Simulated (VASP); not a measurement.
Given:

```xyz
8
Lattice="4.4468 0.0000 0.0000 0.0000 4.4468 0.0000 0.0000 0.0000 4.4468" Properties=species:S:1:pos:R:3 pbc="T T T"
Fe     3.8393     2.8309     1.6159
Fe     1.6159     3.8393     2.8309
Fe     0.6075     0.6075     0.6075
Fe     2.8309     1.6159     3.8393
Si     0.7073     1.5161     2.9307
Si     2.9307     0.7073     1.5161
Si     3.7395     3.7395     3.7395
Si     1.5161     2.9307     0.7073
```

Method: PBE GGA, VASP's PBE PAW potentials (set 64) (plane waves; VASP 6.6.1). Run with 400 eV cut-off, 7×7×7 Γ-centred mesh, Gaussian smearing of 0.010 eV, potentials Fe Si.

The dielectric response may not be converged in the k-mesh; for small gaps it tends to come out too large.

### Question
The job: FeSi (B20), 8 atoms, PBE, DFPT for ε, Born charges and Γ modes, 400 eV, 7×7×7 Γ-centred mesh. Roughly how much core time does it take on a busy server core?

### Answer
About 20 core-minutes (one run on a shared machine, a rough figure). It had 24 irreducible k-points, 29 bands, up to 1608 plane waves and 204 electronic steps.

The compound is FeSi in the B20 structure. It was relaxed first.
